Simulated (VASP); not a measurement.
An input for Ansatz (written as the equivalent of a VASP run, and not itself run):

Ansatz 0.2 input:
```yaml
crystal:
  lattice:
    - [-4.3935300, 4.3935300, 3.7358400]
    - [4.3935300, -4.3935300, 3.7358400]
    - [4.3935300, 4.3935300, -3.7358400]
  atoms:
    - { symbol: K, position: [0.5000000, 0.0000000, 0.5000000] }
    - { symbol: K, position: [0.0000000, 0.5000000, 0.5000000] }
    - { symbol: Sn, position: [0.0000000, 0.0000000, 0.0000000] }
    - { symbol: Hg, position: [0.5000000, 0.5000000, 0.0000000] }
    - { symbol: Te, position: [0.5868100, 0.9375500, 0.0000000] }
    - { symbol: Te, position: [0.0624500, 0.0624500, 0.6492600] }
    - { symbol: Te, position: [0.9375500, 0.5868100, 0.0000000] }
    - { symbol: Te, position: [0.4131900, 0.4131900, 0.3507400] }
kpoints:
  mp_grid: { grid: [3, 3, 3] }
hamiltonian:
  xc: lda
  pseudopotentials: { kind: paw }
scf:
  occupations: { method: gaussian, width: 0.01 }
  max_iter: 100
output: { forces: true, stress: true, eigenvalues: true }
```

Task: Write the VASP files for the same calculation (LDA).

Result: One answer among several that fit: 
### INCAR
```
ALGO = Normal
EDIFF = 1E-6
ENCUT = 300
ISIF = 2
ISMEAR = 0
LASPH = .True.
LCHARG = .False.
LMAXMIX = 6
LREAL = .False.
LWAVE = .False.
NELM = 100
PREC = Accurate
SIGMA = 0.01
SYSTEM = K2SnHgTe4
```

**POSCAR**
```
K2SnHgTe4
1
   -4.3935300000     4.3935300000     3.7358400000
    4.3935300000    -4.3935300000     3.7358400000
    4.3935300000     4.3935300000    -3.7358400000
K Sn Hg Te
2 1 1 4
Direct
  0.5000000000   0.0000000000   0.5000000000
  0.0000000000   0.5000000000   0.5000000000
  0.0000000000   0.0000000000   0.0000000000
  0.5000000000   0.5000000000   0.0000000000
  0.5868100000   0.9375500000   0.0000000000
  0.0624500000   0.0624500000   0.6492600000
  0.9375500000   0.5868100000   0.0000000000
  0.4131900000   0.4131900000   0.3507400000
```

File KPOINTS:
```
Automatic mesh
0
Gamma
3 3 3
0 0 0
```

POTCAR, in this order: K_sv Sn_d Hg Te (LDA.64 set). Program: vasp_std.

The two are equivalent in intent, not identical: each code has its own PAW files, so the cut-off isn't converted (ENCUT is set for VASP's; basis.ecutwfc is left out, and Ansatz then takes the one that its files recommend); Ansatz stops its SCF on the density residual and VASP on the energy change (EDIFF); Ansatz's lda is the Perdew-Wang form, while the LDA potentials of VASP carry Perdew-Zunger's.

The structure comes from a computed database's K2SnHgTe4 entry; how it stands against other phases isn't given here. The cell was not relaxed at this level.
